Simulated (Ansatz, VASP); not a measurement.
# Cross-check of BaZrO3 between VASP and Ansatz, part 2 of 3

Aim: how closely do two programs agree when they are given the same cell, functional and k mesh? The cell is taken from a series of runs on this material, whose earlier steps may have relaxed, scaled, displaced or heated it; both programs get it as it stands.

VASP 6.6.1 and Ansatz 0.2.0.

So far: The starting structure; Ansatz: zone-centre phonons, LDA.

### Step 3. VASP: zone-centre phonons, LDA

Level of this step: LDA; plane waves and PAW (Ba_sv, Zr_sv, O) (VASP).

The same cell, functional (in two slightly different forms) and mesh now go to VASP, with its own data sets.

Lines of VASP's logs that name or quote its potential files are left out, and so is its time.

File INCAR:

```
SYSTEM = BaZrO3
PREC = Accurate
ENCUT = 600
EDIFF = 1E-08
NELM = 120
ISMEAR = 0
SIGMA = 0.01
LREAL = .FALSE.
ALGO = Normal
GGA = CA
NBANDS = 26
LASPH = .TRUE.
LORBIT = 11
LWAVE = .FALSE.
LCHARG = .FALSE.
ISIF = 2
IBRION = 8
LEPSILON = .TRUE.
GGA_COMPAT = .FALSE.
EFERMI = MIDGAP
KPAR = 2
```

File POSCAR:

```
BaZrO3
1.0
    4.1496451700      0.0000000000      0.0000000000
    0.0000000000      4.1496451700      0.0000000000
    0.0000000000      0.0000000000      4.1496451700
Ba Zr O
1 1 3
Direct
    0.0000000000      0.0000000000      0.0000000000
    0.5000000000      0.5000000000      0.5000000000
    0.0000000000      0.5000000000      0.5000000000
    0.5000000000      0.0000000000      0.5000000000
    0.5000000000      0.5000000000      0.0000000000
```

File KPOINTS:

```
Automatic mesh
0
Gamma
6 6 6
0 0 0
```

PAW data sets: Ba_sv, Zr_sv and O (LDA family, release 64).

Command:

```sh
mpirun -np 2 vasp_std
```

The log of the run:

```text
[banner, memory and clock lines left out]
running    2 mpi-ranks, on    1 nodes
 distrk:  each k-point on    1 cores,    2 groups
 distr:  one band on    1 cores,    1 groups

 POSCAR found type information on POSCAR BaZrO
 POSCAR found :  3 types and       5 ions
 LDA part: xc-table for (Slater(with rela. corr.)+CA(PZ))
 , standard interpolation
 POSCAR, INCAR and KPOINTS ok, starting setup
 FFT: planning ... GRIDC
 FFT: planning ... GRID_SOFT
 FFT: planning ... GRID
 WAVECAR not read
 entering main loop
       N       E                     dE             d eps       ncg     rms          rms(c)
DAV:   1     0.341637651880E+03    0.34164E+03   -0.24124E+04  1040   0.170E+03
DAV:   2    -0.306270986883E+02   -0.37226E+03   -0.36455E+03  1292   0.394E+02
DAV:   3    -0.525617354885E+02   -0.21935E+02   -0.21880E+02  1706   0.923E+01
DAV:   4    -0.530454334988E+02   -0.48370E+00   -0.48318E+00  1464   0.117E+01
DAV:   5    -0.530595946948E+02   -0.14161E-01   -0.14160E-01  1516   0.135E+00    0.310E+01
DAV:   6    -0.459651692783E+02    0.70944E+01   -0.40012E+01  1264   0.408E+01    0.142E+01
DAV:   7    -0.458151502879E+02    0.15002E+00   -0.30778E+00  1416   0.101E+01    0.863E+00
DAV:   8    -0.457513253803E+02    0.63825E-01   -0.33044E-01  1324   0.440E+00    0.707E-01
DAV:   9    -0.457464897202E+02    0.48357E-02   -0.56135E-02  1498   0.137E+00    0.489E-01
DAV:  10    -0.457464774242E+02    0.12296E-04   -0.14106E-02  1394   0.999E-01    0.266E-01
DAV:  11    -0.457460717651E+02    0.40566E-03   -0.24937E-03  1300   0.437E-01    0.297E-02
DAV:  12    -0.457460727927E+02   -0.10276E-05   -0.11996E-04  1410   0.777E-02    0.285E-02
DAV:  13    -0.457460713314E+02    0.14613E-05   -0.80821E-06  1322   0.206E-02    0.328E-03
DAV:  14    -0.457460713173E+02    0.14179E-07   -0.83434E-07  1504   0.746E-03    0.284E-03
DAV:  15    -0.457460713021E+02    0.15178E-07   -0.74034E-08  1342   0.237E-03    0.589E-04
DAV:  16    -0.457460713009E+02    0.11451E-08   -0.14154E-08  1004   0.887E-04
   1 F= -.45746071E+02 E0= -.45746071E+02  d E =0.000000E+00
 Linear response reoptimize wavefunctions to high precision
DAV:   1    -0.457460713011E+02   -0.21646E-09   -0.33896E-09   904   0.423E-04
DAV:   2    -0.457460713013E+02   -0.10914E-09   -0.19983E-10   620   0.892E-05
DAV:   3    -0.457460713013E+02   -0.63665E-11   -0.69475E-11   612   0.374E-05
 Linear response G [H, r] |phi>, progress :
  Direction:   1
       N       E                     dE             d eps       ncg     rms
RMM:   1    -0.138102416306E+03   -0.13810E+03    0.11284E+03  2242   0.157E+02
RMM:   2    -0.134279545462E+03    0.38229E+01   -0.41381E+01  1901   0.304E+01
RMM:   3    -0.135582325944E+03   -0.13028E+01   -0.83826E+00  2191   0.915E+00
RMM:   4    -0.135943902589E+03   -0.36158E+00   -0.13451E+00  2326   0.339E+00
RMM:   5    -0.136015910142E+03   -0.72008E-01   -0.26754E-01  2380   0.131E+00
RMM:   6    -0.136029507113E+03   -0.13597E-01   -0.37602E-02  2409   0.551E-01
RMM:   7    -0.136032242998E+03   -0.27359E-02    0.13810E-02  2370   0.283E-01
RMM:   8    -0.136033140928E+03   -0.89793E-03    0.25629E-03  2375   0.158E-01
RMM:   9    -0.136033595942E+03   -0.45501E-03    0.53258E-03  2361   0.978E-02
RMM:  10    -0.136033748889E+03   -0.15295E-03    0.11069E-02  2323   0.631E-02
RMM:  11    -0.136033837706E+03   -0.88817E-04    0.32129E-03  2291   0.421E-02
RMM:  12    -0.136033885446E+03   -0.47740E-04    0.46514E-03  2254   0.292E-02
RMM:  13    -0.136033908318E+03   -0.22872E-04    0.26936E-03  2212   0.200E-02
RMM:  14    -0.136033920525E+03   -0.12207E-04    0.18681E-03  2213   0.147E-02
[...]
RMM:  18    -0.136033931483E+03   -0.77259E-06    0.49764E-04  2041   0.531E-03
RMM:  19    -0.136033931931E+03   -0.44849E-06    0.34995E-04  1994   0.451E-03
RMM:  20    -0.136033931901E+03    0.30266E-07    0.32617E-04  1959   0.404E-03
RMM:  21    -0.136033932265E+03   -0.36357E-06    0.18061E-04  1929   0.369E-03
RMM:  22    -0.136033931989E+03    0.27558E-06    0.17039E-04  1926   0.346E-03
RMM:  23    -0.136033932247E+03   -0.25780E-06    0.58043E-05  1914   0.332E-03
RMM:  24    -0.136033932123E+03    0.12358E-06   -0.25476E-04  1908   0.323E-03
RMM:  25    -0.136033932494E+03   -0.37063E-06    0.14096E-04  1887   0.317E-03
 Linear response G [H, r] |phi>, progress :
  Direction:   2
       N       E                     dE             d eps       ncg     rms
RMM:   1    -0.153939148623E+03   -0.15394E+03    0.10071E+03  2263   0.158E+02
RMM:   2    -0.151754363059E+03    0.21848E+01   -0.58808E+01  1892   0.324E+01
RMM:   3    -0.153611683109E+03   -0.18573E+01   -0.12953E+01  2251   0.107E+01
RMM:   4    -0.154063356945E+03   -0.45167E+00   -0.18885E+00  2423   0.398E+00
[...]
RMM:  13    -0.815881269792E+00   -0.25252E-05   -0.20481E-05  4594   0.187E-03    0.965E-05
RMM:  14    -0.815882177148E+00   -0.90736E-06   -0.15016E-05  4203   0.127E-03    0.918E-05
RMM:  15    -0.815884810977E+00   -0.26338E-05   -0.10620E-05  4330   0.969E-04    0.756E-05
RMM:  16    -0.815884167840E+00    0.64314E-06   -0.79160E-06  3878   0.699E-04    0.333E-05
RMM:  17    -0.815884368260E+00   -0.20042E-06   -0.58455E-06  3439   0.529E-04    0.419E-05
RMM:  18    -0.815884581084E+00   -0.21282E-06   -0.39961E-06  3321   0.427E-04    0.431E-05
[...]
RMM:  11    -0.200474851816E+00   -0.27427E-06   -0.54978E-08  4805   0.470E-04    0.280E-05
RMM:  12    -0.200474971610E+00   -0.11979E-06   -0.49640E-07  4710   0.332E-04    0.110E-05
RMM:  13    -0.200475040957E+00   -0.69348E-07   -0.81516E-08  4895   0.245E-04    0.381E-06
RMM:  14    -0.200474987650E+00    0.53308E-07   -0.17198E-07  4709   0.187E-04    0.689E-06
RMM:  15    -0.200475005766E+00   -0.18116E-07   -0.40847E-08  4736   0.151E-04    0.318E-06
RMM:  16    -0.200475018178E+00   -0.12412E-07   -0.84349E-08  4769   0.125E-04    0.396E-06
RMM:  17    -0.200475019502E+00   -0.13235E-08   -0.44813E-08  4632   0.108E-04    0.227E-06
 first order change of Fermi-energy  -0.17507E-03
 force on displaced ion       1 direction 1 :  -4.019  -0.000   0.000
 Born effective charge ion    1 direction 1 :   2.735   0.000   0.000
 Linear response progress:
  Degree of freedom:   2/  4
       N       E                     dE             d eps       ncg     rms          rms(c)
RMM:   1    -0.744795807073E+00   -0.74480E+00    0.22556E+00  2873   0.940E+00
RMM:   2    -0.701420517897E+00    0.43375E-01   -0.16249E-01  3360   0.175E+00    0.230E-01
RMM:   3    -0.704512608609E+00   -0.30921E-02   -0.35796E-02  3805   0.521E-01    0.876E-02
RMM:   4    -0.706523413657E+00   -0.20108E-02   -0.79521E-03  4319   0.201E-01    0.433E-02
RMM:   5    -0.706628209937E+00   -0.10480E-03   -0.50425E-04  4353   0.670E-02    0.184E-02
RMM:   6    -0.706536299661E+00    0.91910E-04   -0.10104E-04  4464   0.305E-02    0.168E-03
RMM:   7    -0.706532756979E+00    0.35427E-05   -0.25199E-05  4408   0.134E-02    0.150E-03
RMM:   8    -0.706534556620E+00   -0.17996E-05   -0.11701E-05  4752   0.669E-03    0.881E-04
RMM:   9    -0.706538004863E+00   -0.34482E-05   -0.13287E-05  4714   0.395E-03    0.292E-04
RMM:  10    -0.706540361861E+00   -0.23570E-05   -0.50779E-06  4746   0.257E-03    0.109E-04
RMM:  11    -0.706541376767E+00   -0.10149E-05   -0.54691E-06  4925   0.175E-03    0.117E-04
RMM:  12    -0.706542348785E+00   -0.97202E-06   -0.37576E-06  4895   0.130E-03    0.938E-05
RMM:  13    -0.706541740781E+00    0.60800E-06   -0.35851E-06  4914   0.102E-03    0.120E-04
RMM:  14    -0.706544074954E+00   -0.23342E-05   -0.29276E-06  4463   0.898E-04    0.802E-05
[...]
RMM:  22    -0.706548870185E+00   -0.75853E-07   -0.10083E-06  4879   0.292E-04    0.137E-05
RMM:  23    -0.706549027291E+00   -0.15711E-06   -0.86487E-07  4814   0.266E-04    0.154E-05
RMM:  24    -0.706548969510E+00    0.57781E-07   -0.77905E-07  4733   0.242E-04    0.242E-05
RMM:  25    -0.706549129302E+00   -0.15979E-06   -0.68338E-07  4760   0.225E-04    0.244E-05
RMM:  26    -0.706549148927E+00   -0.19625E-07   -0.62094E-07  4740   0.207E-04    0.288E-05
RMM:  27    -0.706549136109E+00    0.12818E-07   -0.54366E-07  4444   0.192E-04    0.340E-05
RMM:  28    -0.706549295175E+00   -0.15907E-06   -0.51095E-07  4863   0.182E-04    0.318E-05
RMM:  29    -0.706549344279E+00   -0.49104E-07   -0.43196E-07  4809   0.169E-04    0.333E-05
 first order change of Fermi-energy  -0.63406E-05
 force on displaced ion       2 direction 1 : -10.023   0.000  -0.000
 Born effective charge ion    2 direction 1 :   6.116   0.000   0.000
 Linear response progress:
  Degree of freedom:   3/  4
       N       E                     dE             d eps       ncg     rms          rms(c)
RMM:   1    -0.382318398289E+00   -0.38232E+00    0.17143E-01  4029   0.272E+00
RMM:   2    -0.368076982859E+00    0.14241E-01   -0.39987E-02  3739   0.581E-01    0.166E-01
RMM:   3    -0.369629202021E+00   -0.15522E-02   -0.43333E-03  3556   0.247E-01    0.922E-02
RMM:   4    -0.371437830267E+00   -0.18086E-02   -0.15868E-03  3801   0.152E-01    0.294E-02
RMM:   5    -0.371761708159E+00   -0.32388E-03   -0.31852E-04  4106   0.563E-02    0.915E-03
RMM:   6    -0.371807329890E+00   -0.45622E-04   -0.57111E-05  4386   0.206E-02    0.449E-03
RMM:   7    -0.371781955070E+00    0.25375E-04   -0.26209E-05  4106   0.104E-02    0.910E-04
RMM:   8    -0.371788277504E+00   -0.63224E-05   -0.42399E-05  4402   0.486E-03    0.345E-04
RMM:   9    -0.371790670031E+00   -0.23925E-05   -0.25456E-05  4391   0.276E-03    0.198E-04
RMM:  10    -0.371790299479E+00    0.37055E-06   -0.22642E-05  4549   0.153E-03    0.710E-05
RMM:  11    -0.371790204499E+00    0.94980E-07   -0.10333E-05  4757   0.939E-04    0.728E-05
RMM:  12    -0.371790325122E+00   -0.12062E-06   -0.95996E-06  4593   0.627E-04    0.571E-05
RMM:  13    -0.371790366133E+00   -0.41011E-07   -0.45776E-06  4866   0.418E-04    0.618E-05
 first order change of Fermi-energy   0.32746E-03
 force on displaced ion       3 direction 1 : -14.431  -0.000   0.000
 Born effective charge ion    3 direction 1 :  -4.806   0.000   0.000
 Linear response progress:
  Degree of freedom:   4/  4
       N       E                     dE             d eps       ncg     rms          rms(c)
RMM:   1    -0.369735142439E+00   -0.36974E+00    0.19922E-01  6396   0.254E+00
RMM:   2    -0.360791042994E+00    0.89441E-02   -0.10003E-02  5729   0.361E-01    0.118E-01
RMM:   3    -0.361989927805E+00   -0.11989E-02   -0.15504E-03  5571   0.143E-01    0.604E-02
RMM:   4    -0.363442016063E+00   -0.14521E-02   -0.74672E-04  5716   0.111E-01    0.155E-02
RMM:   5    -0.363472659372E+00   -0.30643E-04   -0.12714E-04  6675   0.335E-02    0.415E-03
RMM:   6    -0.363501440231E+00   -0.28781E-04   -0.16492E-05  7137   0.110E-02    0.153E-03
RMM:   7    -0.363493482111E+00    0.79581E-05   -0.23819E-06  7079   0.489E-03    0.501E-04
RMM:   8    -0.363497032068E+00   -0.35500E-05    0.14526E-05  7452   0.246E-03    0.181E-04
RMM:   9    -0.363496069771E+00    0.96230E-06    0.59628E-06  7380   0.142E-03    0.780E-05
RMM:  10    -0.363496802278E+00   -0.73251E-06    0.71094E-06  7732   0.907E-04    0.401E-05
RMM:  11    -0.363497387557E+00   -0.58528E-06    0.30638E-06  7502   0.598E-04    0.204E-05
RMM:  12    -0.363497491309E+00   -0.10375E-06    0.36058E-06  7739   0.421E-04    0.128E-05
RMM:  13    -0.363497621653E+00   -0.13034E-06    0.15860E-06  7769   0.295E-04    0.118E-05
RMM:  14    -0.363497875933E+00   -0.25428E-06    0.17308E-06  7598   0.225E-04    0.122E-05
RMM:  15    -0.363497733177E+00    0.14276E-06    0.85069E-07  7542   0.170E-04    0.112E-05
 first order change of Fermi-energy   0.12714E-03
 force on displaced ion       3 direction 2 :   0.000  -2.362   0.000
 Born effective charge ion    3 direction 2 :   0.000  -2.027   0.000
 Born effective charges drift removed
 Linear response finished
```

(Part 2 of 3 ends here.)

[Lines on the potential files, build, host, timing and source positions are cut from VASP's logs without a mark.]

[Logs are printed without paths, hosts, clocks, repeated set-up lines and the standing remarks that a program may print on its own settings, such as how far it seeks lower states.]

[Hosts, paths, dates, database ids (printed as entryN), source tags and the programs' standing remarks are cut or masked in the printed files.]
